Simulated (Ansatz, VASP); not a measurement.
## Al38P12O87 (glassy 76Al2O3-24P2O5 (mol %)): VASP beside Ansatz

Aim: how closely do two programs agree when they are given the same cell, functional and k mesh? The cell is taken from a series of runs on this material, whose earlier steps may have relaxed, scaled, displaced or heated it; both programs get it as it stands.

Method: plane waves, with VASP 6.6.1 beside it; single point at PBE, in Ansatz 0.2.0.

## Step 1: The starting structure

The cell holds 137 atoms: 38 Al, 12 P and 87 O. Its edges and angles: a = 11.638 Å, b = 11.638 Å, c = 11.638 Å, α = 90.0°, β = 90.0°, γ = 90.0°. As first built, before any earlier steps moved the atoms (in the runner's words): 137 atoms (38 Al, 12 P, 87 O) placed at random at 2.77 g/cm^3, melted at 4000 K for 10 ps at fixed volume with the Morse and Coulomb pair potential with partial charges (Pedone, Malavasi, Menziani, Cormack and Segre, J. Phys. Chem. B 110, 11780 (2006)). Quenched from 4000 K to 300 K at 50 K/ps and fixed volume, held 10 ps at zero pressure.

## Step 2: VASP: single point, PBE

A single point gives forces, pressure and levels at one fixed geometry, so differences don't come from the geometry; what else differs is listed under the comparison.

Lines of VASP's logs that name or quote its potential files are left out, and so is its time.

The input, INCAR:

```
SYSTEM = Al38P12O87
PREC = Accurate
ENCUT = 600
EDIFF = 1E-06
NELM = 120
ISMEAR = 0
SIGMA = 0.01
LREAL = Auto
ALGO = Normal
GGA = PE
NBANDS = 443
LORBIT = 11
LWAVE = .FALSE.
LCHARG = .FALSE.
ISIF = 2
LASPH = .TRUE.
GGA_COMPAT = .FALSE.
EFERMI = MIDGAP
```

The input, POSCAR:

```
Al38P12O87
1.0
   11.6375400000      0.0000000000      0.0000000000
    0.0000000000     11.6375400000      0.0000000000
    0.0000000000      0.0000000000     11.6375400000
Al P O
38 12 87
Direct
    0.6855000000      0.1019300000      0.4280100000
    0.8815200000      0.0075400000      0.5714000000
    0.0942200000      0.3979100000      0.3435100000
    0.6135700000      0.3320500000      0.5476400000
    0.8329500000      0.4832000000      0.5789500000
    0.1063700000      0.0798900000      0.1426200000
    0.0907500000      0.0464300000      0.7108000000
    0.1293000000      0.2182900000      0.5285800000
    0.9086700000      0.4489200000      0.0151700000
    0.5432400000      0.9917600000      0.9220600000
    0.2897700000      0.8396400000      0.2733900000
    0.5054600000      0.2195300000      0.3310800000
    0.8721000000      0.7023700000      0.1549000000
    0.0096300000      0.8651400000      0.0241400000
    0.3214900000      0.0781800000      0.6051600000
    0.5048500000      0.4221000000      0.7873000000
    0.3006000000      0.1280000000      0.3320300000
    0.7190200000      0.8611600000      0.4428000000
    0.3704700000      0.2216400000      0.9424500000
    0.1299800000      0.2720900000      0.8664300000
    0.3647200000      0.7353100000      0.6206200000
    0.8795800000      0.6600300000      0.8827600000
    0.1969700000      0.0137000000      0.9175600000
    0.1438300000      0.3289300000      0.0944100000
    0.4989200000      0.1886000000      0.7470400000
    0.7319600000      0.8625900000      0.7419100000
    0.8022100000      0.0155900000      0.9578100000
    0.9914900000      0.8574500000      0.7948800000
    0.8713200000      0.2568100000      0.6125200000
    0.0899200000      0.5967400000      0.9663300000
[... 101 atom lines left out ...]
    0.6896700000      0.9622300000      0.8616700000
    0.5088000000      0.1357600000      0.8859200000
    0.9305700000      0.8387900000      0.1451900000
    0.1045600000      0.5714900000      0.6198300000
    0.2036700000      0.5944000000      0.8659200000
    0.8208700000      0.3789700000      0.9118200000
```

The input, KPOINTS:

```
Automatic mesh
0
Gamma
1 1 1
0 0 0
```

PAW data sets: Al, P and O (PBE family, release 64).

Command:

```console
> export OMP_NUM_THREADS=3
> mpirun -np 1 vasp_gam
```

Numbers of over 12 decimals in the logs are rounded to 6 here.

The log of the run:

```text
[banner, memory and clock lines left out]
running    1 mpi-ranks, on    1 nodes
[...]
Offloading initialized ...    1 GPUs detected
[...]
LDA part: xc-table for (Slater+PW92), standard interpolation
 POSCAR, INCAR and KPOINTS ok, starting setup
[...]
entering main loop
       N       E                     dE             d eps       ncg     rms          rms(c)
DAV:   1     0.670853179882E+04    0.67085E+04   -0.45098E+05   894   0.175E+03
DAV:   2    -0.568969621894E+03   -0.72775E+04   -0.70347E+04  1097   0.394E+02
DAV:   3    -0.113750670731E+04   -0.56854E+03   -0.56453E+03  1036   0.116E+02
DAV:   4    -0.114896418142E+04   -0.11457E+02   -0.11407E+02  1068   0.177E+01
[...]
DAV:  17    -0.100449120361E+04    0.24901E-04   -0.27095E-04  1060   0.416E-02    0.259E-02
DAV:  18    -0.100449119939E+04    0.42282E-05   -0.59958E-05  1052   0.171E-02    0.134E-02
DAV:  19    -0.100449119978E+04   -0.39831E-06   -0.78937E-06  1044   0.489E-03
   1 F= -.10044912E+04 E0= -.10044912E+04  d E =0.000000E+00
```

Parts of OUTCAR (step 2):

```text
  FREE ENERGIE OF THE ION-ELECTRON SYSTEM (eV)
  ---------------------------------------------------
  free  energy   TOTEN  =     -1004.4911997845 eV

  energy  without entropy=    -1004.4911997845  energy(sigma->0) =    -1004.49119978

[... 2 further parts left out ...]
[key lines of the parts left out:]
E-fermi :   5.0321
```

The run ends at a pressure of 3.84 GPa, with forces up to 0.14 eV/Å.

## Step 3: Ansatz: single point, PBE

Ansatz runs on its default PAW (the set named soft_2) files.

The same cell, functional and mesh now go to Ansatz, which takes its cutoff from its data sets.

The input, input.yaml:

```yaml
crystal:
  lattice:
    - [11.63754, 0.0, 0.0]
    - [0.0, 11.63754, 0.0]
    - [0.0, 0.0, 11.63754]
  atoms:
    - { symbol: Al, position: [0.6855, 0.10193, 0.42801] }
    - { symbol: Al, position: [0.88152, 0.00754, 0.5714] }
    - { symbol: Al, position: [0.09422, 0.39791, 0.34351] }
    - { symbol: Al, position: [0.61357, 0.33205, 0.54764] }
    - { symbol: Al, position: [0.83295, 0.4832, 0.57895] }
    - { symbol: Al, position: [0.10637, 0.07989, 0.14262] }
    - { symbol: Al, position: [0.09075, 0.04643, 0.7108] }
    - { symbol: Al, position: [0.1293, 0.21829, 0.52858] }
    - { symbol: Al, position: [0.90867, 0.44892, 0.01517] }
    - { symbol: Al, position: [0.54324, 0.99176, 0.92206] }
    - { symbol: Al, position: [0.28977, 0.83964, 0.27339] }
    - { symbol: Al, position: [0.50546, 0.21953, 0.33108] }
    - { symbol: Al, position: [0.8721, 0.70237, 0.1549] }
    - { symbol: Al, position: [0.00963, 0.86514, 0.02414] }
    - { symbol: Al, position: [0.32149, 0.07818, 0.60516] }
    - { symbol: Al, position: [0.50485, 0.4221, 0.7873] }
    - { symbol: Al, position: [0.3006, 0.128, 0.33203] }
    - { symbol: Al, position: [0.71902, 0.86116, 0.4428] }
    - { symbol: Al, position: [0.37047, 0.22164, 0.94245] }
    - { symbol: Al, position: [0.12998, 0.27209, 0.86643] }
    - { symbol: Al, position: [0.36472, 0.73531, 0.62062] }
    - { symbol: Al, position: [0.87958, 0.66003, 0.88276] }
    - { symbol: Al, position: [0.19697, 0.0137, 0.91756] }
    - { symbol: Al, position: [0.14383, 0.32893, 0.09441] }
    - { symbol: Al, position: [0.49892, 0.1886, 0.74704] }
    - { symbol: Al, position: [0.73196, 0.86259, 0.74191] }
    - { symbol: Al, position: [0.80221, 0.01559, 0.95781] }
    - { symbol: Al, position: [0.99149, 0.85745, 0.79488] }
    - { symbol: Al, position: [0.87132, 0.25681, 0.61252] }
    - { symbol: Al, position: [0.08992, 0.59674, 0.96633] }
[... 101 atom lines left out ...]
    - { symbol: O, position: [0.68967, 0.96223, 0.86167] }
    - { symbol: O, position: [0.5088, 0.13576, 0.88592] }
    - { symbol: O, position: [0.93057, 0.83879, 0.14519] }
    - { symbol: O, position: [0.10456, 0.57149, 0.61983] }
    - { symbol: O, position: [0.20367, 0.5944, 0.86592] }
    - { symbol: O, position: [0.82087, 0.37897, 0.91182] }
kpoints:
  mp_grid: { grid: [1, 1, 1] }
hamiltonian:
  xc: pbe
scf:
  occupations: { method: fixed }
output:
  forces: true
  stress: true
  populations: true
  dos:
    method: { smearing: { sigma: 0.1 } }
    de: 0.1
    projected: { site_lists: { Al: [Al], O: [O], P: [P] } }
  eigenvalues: true
  write_density: true
  write_potential: true
  volumetric_format: npy
```

Command:

```console
> ansatz run input.yaml --threads 4 --pin off --max-ram 8192MiB --backend cpu --events-out ev --progress --plain --runs-dir out
```

The log of the run:

```text
Engine: ansatz 0.2.0, aarch64-unknown-linux-gnu
Pseudopotentials: kind: paw
Pseudopotential: Al, paw, valence charge 3, recommended cutoff 420 eV (normal), Al.paw.azcp
Pseudopotential: P, paw, valence charge 5, recommended cutoff 420 eV (normal), P.paw.azcp
Pseudopotential: O, paw, valence charge 6, recommended cutoff 420 eV (normal), O.paw.azcp
Functional definition: PBE
  parameter kappa = 0.804
  parameter beta = 0.066725
  exchange = pbe_x(kappa = kappa, mu = beta*pi^2/3)
  correlation = pbe_c(beta = beta)
Crystal: 137 atoms, lattice volume = 1576.099 Å³
Basis set: ecut = 420 eV, 31031 PW (Γ), exchange–correlation on 160×160×160 points (8 copies of the dense FFT grid, shifted against one another)
Bands: 485, of which v1, the nominal top of the filled ones, is band 348 counted from 1 (347 counted from 0)
Symmetry: 1 space group operations
Space group: P1 (ITA 1), of the structure as read, at distance tolerance 1.2e-4 Å
k-points: 1
Non-local potential: Al, projectors of the file, l = 0: 2, l = 1: 2, l = 2: 1
Non-local potential: P, projectors of the file, l = 0: 2, l = 1: 2, l = 2: 2
Non-local potential: O, projectors of the file, l = 0: 2, l = 1: 2, l = 2: 1
PAW form: soft (Blöchl's): semilocal exchange-correlation on the pseudo side does not see the compensation charge
PAW one-centre angular grid: Al, 110 points (default); XC on 64 Gauss nodes
PAW one-centre angular grid: P, 110 points (default); XC on 64 Gauss nodes
PAW one-centre angular grid: O, 110 points (default); XC on 64 Gauss nodes
Initial density: superposition of atomic densities (neutral atoms: chi_scale 0, normalization atom), corrected by the library's trained network
Initial wavefunctions: pseudopotential atomic-orbital guess
Functional: x = pbe(κ = 0.804, μ = 0.219515), c = pbe(β = 0.066725)
SCF iter   1: F=—  HF=-79007.539221 eV  |F-HF|=—  |Δ(HF+E_count)|=         —  Δρ=2.39e-3  dr2=1.28e-1  ethr=1.77e-3  ⟨swp⟩=5.0  Hψ=2007  notcnv=0  defer=133
preconditioner: auto → Resta (q_TF=auto, 2.381 Å⁻¹)  ε∞=3.3  [insulator: Δε(μ)=4.088 eV  Ē_g=16.290 eV  n_scr=364 (ndim 8)  ℏωp=24.7 eV  f_vac=0.078  ε∞_Penn≈3.3]
SCF iter   2: F=—  HF=-79007.521712 eV  |F-HF|=—  |Δ(HF+E_count)|=   1.75e-2  Δρ=1.28e-3  dr2=3.02e-2  ethr=1.84e-5  ⟨swp⟩=3.0  Hψ=976  notcnv=0  defer=135
SCF iter   3: F=—  HF=-79007.525168 eV  |F-HF|=—  |Δ(HF+E_count)|=   3.46e-3  Δρ=5.31e-4  dr2=7.48e-3  ethr=4.34e-6  ⟨swp⟩=3.0  Hψ=616  notcnv=0  defer=135
SCF iter   4: F=—  HF=-79007.524857 eV  |F-HF|=—  |Δ(HF+E_count)|=   3.12e-4  Δρ=1.67e-4  dr2=5.78e-4  ethr=1.08e-6  ⟨swp⟩=3.0  Hψ=618  notcnv=0  defer=135
SCF iter   5: F=—  HF=-79007.524902 eV  |F-HF|=—  |Δ(HF+E_count)|=   4.55e-5  Δρ=1.03e-4  dr2=1.41e-4  ethr=8.30e-8  ⟨swp⟩=2.0  Hψ=664  notcnv=0  defer=135
SCF iter   6: F=—  HF=-79007.524935 eV  |F-HF|=—  |Δ(HF+E_count)|=   3.31e-5  Δρ=3.88e-5  dr2=2.16e-5  ethr=2.03e-8  ⟨swp⟩=2.0  Hψ=694  notcnv=0  defer=135
SCF iter   7: F=—  HF=-79007.525708 eV  |F-HF|=—  |Δ(HF+E_count)|=   7.73e-4  Δρ=1.30e-5  dr2=2.71e-6  ethr=3.10e-9  ⟨swp⟩=3.0  Hψ=834  notcnv=0  defer=135
SCF iter   8: F=—  HF=-79007.525709 eV  |F-HF|=—  |Δ(HF+E_count)|=   1.71e-6  Δρ=7.12e-6  dr2=6.79e-7  ethr=3.89e-10  ⟨swp⟩=4.0  Hψ=986  notcnv=0  defer=135
SCF iter   9: F=-79007.525710 eV  HF=-79007.525710 eV  |F-HF|=1.18e-8  |Δ(HF+E_count)|=   8.01e-8  Δρ=2.29e-6  dr2=7.17e-8  ethr=1.44e-11  ⟨swp⟩=25.0  Hψ=5677  notcnv=0
SCF 1 converged in 9 iterations: F = -79007.525710 eV  dr2 = 7.17e-8
  greatest PAW one-centre occupation: 0.868 electrons in one spin orbital (limit 2), on the O atom at site 74 (counted from 0), in its partial waves of l = 0
SCF converged after 9 iterations
Free energy (F): -79007.525710 eV
Harris-Foulkes:  -79007.525710 eV  (|F-HF|=1.18e-8)
Internal energy: -79007.525710 eV  (E = F + TS)
E sigma→0 (E₀):  -79007.525710 eV
Fermi energy:    4.395209 eV
--- Per-component energies (eV) ---
  E_band       = -1964.534530
  E_kinetic    = 17446.784533
  E_local      = -41277.760585  (includes V_loc(G=0)·N_el)
  E_nonlocal   = 4914.245945
  E_hartree    = 15260.018907
  E_xc         = -8766.412242
  E_vxc        = -10150.832342  (∫ρ·V_xc dr)
  E_paw        = -38413.884772  (= ΣΔE_a)
  E_vpaw       = -3417.215870  (= ΣTr[D̂ρ^β])
  E_aug_tail   = 0.220427  (compensation charges beyond the density's cutoff)
  E_ewald      = -28170.737922
  E_smearing   = -0.000000  (= −TS)
  E_closure    = 0.000000  (closes the sum)
  Σ components = -79007.525710   (vs F -79007.525710, Δ=0.00e0)
--- Forces (eV/Å), atoms counted from 1 ---
  atom   1  Al    -0.00186180     0.00287229     0.00865920
  atom   2  Al     0.00161600     0.00401104     0.00141931
  atom   3  Al     0.01259580    -0.00301075    -0.00060597
  atom   4  Al    -0.00627043     0.00178997     0.01475917
  atom   5  Al    -0.01199061     0.01103006     0.01192634
  atom   6  Al     0.00375113    -0.00716017    -0.02573852
[...]
atom 126  O     -0.01053133     0.00842363     0.00826106
  atom 127  O      0.00355246     0.00579610     0.00043556
  atom 128  O      0.00571234     0.00106298    -0.00704242
  atom 129  O     -0.00837090    -0.00176209    -0.00185900
  atom 130  O     -0.00083513    -0.01142666     0.00735820
  atom 131  O      0.01157319     0.00668882    -0.00495768
  atom 132  O     -0.00468413     0.00081844    -0.00300625
  atom 133  O     -0.00088112     0.00263766    -0.00066165
  atom 134  O     -0.00795076    -0.00311934     0.00031993
  atom 135  O     -0.00095593    -0.00275391    -0.00304089
  atom 136  O     -0.00067482     0.00458941    -0.00682359
  atom 137  O     -0.00283164    -0.01060329     0.00271040
  max |Σ_I F_I| component: 1.17e-4 eV/Å
--- Stress (GPa, compression-positive) ---
        4.422225       1.533615      -0.866305
        1.533618       4.625355       0.206939
       -0.866312       0.206935       4.385301
  P = ⅓ Tr σ = 4.4776 GPa (44.776 kbar)
--- Band table (eV) ---
  k-point 0: bands = [... 344 lower, 4.2652, 4.3398, 4.3818, 4.3952, 8.5099, 9.8850, 9.9198, 10.0321, ... 133 higher]
--- Löwdin populations: 137 sites ---
  site symbol       q [e]
     0     Al      1.6427
     1     Al      1.6379
     2     Al      1.6536
     3     Al      1.6088
     4     Al      1.5906
     5     Al      1.6507
     6     Al      1.6661
     7     Al      1.6623
     8     Al      1.6264
     9     Al      1.6405
    10     Al      1.5976
    11     Al      1.6658
    12     Al      1.6245
    13     Al      1.6550
    14     Al      1.6594
    15     Al      1.6656
    16     Al      1.6805
    17     Al      1.6432
    18     Al      1.6630
    19     Al      1.6379
    20     Al      1.5769
    21     Al      1.6593
    22     Al      1.5839
    23     Al      1.6664
[...]
129      O      6.7736
   130      O      6.7841
   131      O      6.8262
   132      O      6.8491
   133      O      6.8664
   134      O      6.7764
   135      O      6.7921
   136      O      6.7651
  spilling = 0.011799 (of n_electrons = 696.000000)
```

The column dr2 measures how far the density is from self-consistency, as an energy; F and HF (Harris–Foulkes) agree once it is small.

## Step 4: Differences

Known differences besides the potentials themselves: fixed occupations in Ansatz, narrow Gaussian smearing in VASP; the cutoff is 420 eV in Ansatz and 600 eV in VASP (PREC = Accurate, projectors in real space). Total energies have different zeros and are not compared.

Compared:

```tsv
quantity	Ansatz	VASP	difference
pressure (GPa)	4.48	3.84	+0.63
gap on the k mesh (eV)	4.115	4.097	+0.018
```

Forces on 8 of the 137 atoms, those with the largest forces and the largest differences (eV/Å; atoms numbered as in POSCAR):

```tsv
atom	Ansatz x, y, z	VASP x, y, z
O60	-0.006, -0.006, 0.004	0.030, 0.073, -0.092
O74	0.000, 0.000, 0.011	-0.007, -0.038, 0.133
O80	-0.005, 0.002, 0.009	-0.126, 0.006, 0.032
O102	-0.005, -0.002, 0.000	-0.031, 0.035, 0.114
O108	0.009, 0.018, 0.017	-0.050, -0.075, -0.069
O115	0.009, 0.011, 0.015	0.018, 0.137, -0.006
O130	-0.001, -0.011, 0.007	-0.040, -0.025, 0.111
O131	0.012, 0.007, -0.005	0.114, 0.073, 0.028
```

The forces differ by 37 meV/Å r.m.s., where the r.m.s. force is 0.008 eV/Å in Ansatz and 0.038 eV/Å in VASP: the atoms lie near their places of rest in Ansatz, so a percentage would say little (all taken over all components). A gap on the mesh is an upper bound, since the band edges may lie between its points.

## Step 5: What came out

| Property | Result |
| --- | --- |
| r.m.s. force difference (single point, PBE) | 37 meV/Å |
| difference in pressure (single point, PBE) | 0.63 GPa |

In words: The r.m.s. force difference is 37 meV/Å (single point, PBE), beyond the 12 meV/Å picked in this series as the mark of a large difference. What causes the difference of the single point, PBE pair stays open here. Such differences can come from data sets, numerical settings and the points named under the comparisons, not from the functional's error against experiment.

[Lines on the potential files, build, host, timing and source positions are cut from VASP's logs without a mark.]

[Logs are printed without paths, hosts, clocks, repeated set-up lines and the standing remarks that a program may print on its own settings, such as how far it seeks lower states.]

[Hosts, paths, dates, database ids (printed as entryN), source tags and the programs' standing remarks are cut or masked in the printed files.]
